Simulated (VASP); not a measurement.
```xyz
2
Lattice="0.0000 1.8032 1.8032 1.8032 0.0000 1.8032 1.8032 1.8032 0.0000" Properties=species:S:1:pos:R:3 pbc="T T T"
B      0.0000     0.0000     0.0000
N      0.9016     0.9016     0.9016
```

These are SCAN meta-GGA, VASP's PBE PAW potentials (set 64) (plane waves; VASP 6.6.1) values and carry that method's errors. Numerical set-up: 520 eV cut-off, 14×14×14 Γ-centred mesh, tetrahedra with Blöchl corrections, potentials B N.

Q: What does the run give for the energy per atom (σ→0), band gap (over mesh and band path) with the smallest direct gap where there is one?

A: 
```
Quantity                                               Result
---------------------------------------------  --------------
band gap (over mesh and band path)                    4.97 eV
smallest direct gap (over mesh and band path)         9.52 eV
energy per atom (σ→0)                          -9.772 eV/atom
```

Only differences to runs with the same potentials and settings are physical.

The compound is BN in the zinc blende structure. It was relaxed first.
